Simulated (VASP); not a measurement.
HgTe (Coloradoite):

```
Hg Te
1.0
     0.00000    3.21450    3.21450
     3.21450    0.00000    3.21450
     3.21450    3.21450    0.00000
Hg Te
1 1
Direct
  0.00000 0.00000 0.00000
  0.25000 0.25000 0.25000
```

- Program: VASP 6.6.1
- Task: relaxation of cell and atoms
- Functional: PBE
- Potentials or basis: VASP PAW PBE potentials, release 64 (Hg, Te)
- Cutoff: 600 eV
- k mesh: 10 × 10 × 10
- Occupations: gaussian, width 0.03 eV
- Spin: no spin polarisation

At the start: pressure 4.6 GPa; volume 33.22 Å³/atom.

How do energy, volume and symmetry change on relaxing?

Over 3 steps the energy falls by 47.0 meV/atom and the volume is 36.81 Å³/atom (+10.8 %); space group F-43m (No. 216, to 0.05 Å).

Step by step:
```
step  energy change (eV)  largest force (eV/Å)  pressure (GPa)  volume (Å³)
   1              0.0000                0.0000            4.63        66.43
   2             -0.0859                0.0000           -1.03        76.09
   3             -0.0940                0.0000            0.02        73.61
```

Final structure:
```yaml
crystal:
  lattice:
    - [0.00000, 3.32641, 3.32641]
    - [3.32641, 0.00000, 3.32641]
    - [3.32641, 3.32641, 0.00000]
  atoms:
    - { symbol: Hg, position: [0.00000, 0.00000, 0.00000] }
    - { symbol: Te, position: [0.25000, 0.25000, 0.25000] }
```

Caveat: the volume moved by +11 % from the deposited cell, more than functionals usually miss.
